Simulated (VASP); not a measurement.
VASP runs on MnF2 (space group P4_2/mnm) share one base input (PBE GGA, plane waves, VASP's PBE PAW potentials (set 64)) and change the settings named in each case.

**POSCAR**
```
MnF2
1
    4.8042580000     0.0000000000     0.0000000000
    0.0000000000     4.8042580000     0.0000000000
    0.0000000000     0.0000000000     3.0939670000
Mn F
2 4
Direct
  0.0000000000   0.0000000000   0.0000000000
  0.5000000000   0.5000000000   0.5000000000
  0.3049600000   0.3049600000   0.0000000000
  0.8049600000   0.1950400000   0.5000000000
  0.1950400000   0.8049600000   0.5000000000
  0.6950400000   0.6950400000   0.0000000000
```

### KPOINTS
```
Regular mesh
0
G
 3 3 5
0 0 0
```

### INCAR
```
ALGO = Normal
EDIFF = 1E-6
ENCUT = 400
GGA = PE
ISIF = 2
ISMEAR = -1
ISPIN = 2
LASPH = .TRUE.
LCHARG = .FALSE.
LMAXMIX = 4
LORBIT = 11
LREAL = .FALSE.
LWAVE = .FALSE.
MAGMOM = 4.0 4.0 0.0 0.0 0.0 0.0
NELM = 100
PREC = Accurate
SIGMA = 0.1
SYSTEM = MnF2
```

POTCAR, in this order: Mn_pv F (PBE.64 set). Program: vasp_std.

| change | E(σ→0) (eV/atom) | pressure (GPa) | largest force (eV/Å) | −TS (eV) |
|---|---|---|---|---|
| base run | -6.4737 | 7.39 | 0.438 | -0.0003 |
| GGA removed, POTCAR Mn_pv F (LDA.64 set) | -6.9480 | -3.82 | 0.267 | -0.0026 |
| KPOINTS 2×2×3 Γ-centred mesh | -6.4688 | 7.24 | 0.436 | -0.0007 |
| LDAU = .TRUE., LDAUJ = 0 0, LDAUL = 2 -1, LDAUTYPE = 2, LDAUU = 6.0 0 | -6.1081 | ___ | ___ | ___ |

### Question
Complete the blanks.

### Answer

- LDAU = .TRUE., LDAUJ = 0 0, LDAUL = 2 -1, LDAUTYPE = 2, LDAUU = 6.0 0, pressure (GPa): 9.23
- LDAU = .TRUE., LDAUJ = 0 0, LDAUL = 2 -1, LDAUTYPE = 2, LDAUU = 6.0 0, largest force (eV/Å): 0.539
- LDAU = .TRUE., LDAUJ = 0 0, LDAUL = 2 -1, LDAUTYPE = 2, LDAUU = 6.0 0, −TS (eV): 0.0000

Energies of different potentials or functionals have different zeros.  The moments were started parallel, and other spin orders were not tried in this run. At 400 eV the pressure can carry a Pulay error.

Left out are runs that ran out of time, are held back, or changed the cell or the kind of run, fixed moments of cells without a moment, rows past the twelfth, gaps on odd meshes, pressures of charged cells and columns that move by less than the noise.

The structure was generated: MnF2 was put into an ordered model structure, which need not be its known phase. The cell was not relaxed at this level, forces remain on its atoms, its lattice was scaled by up to 2.5 %.
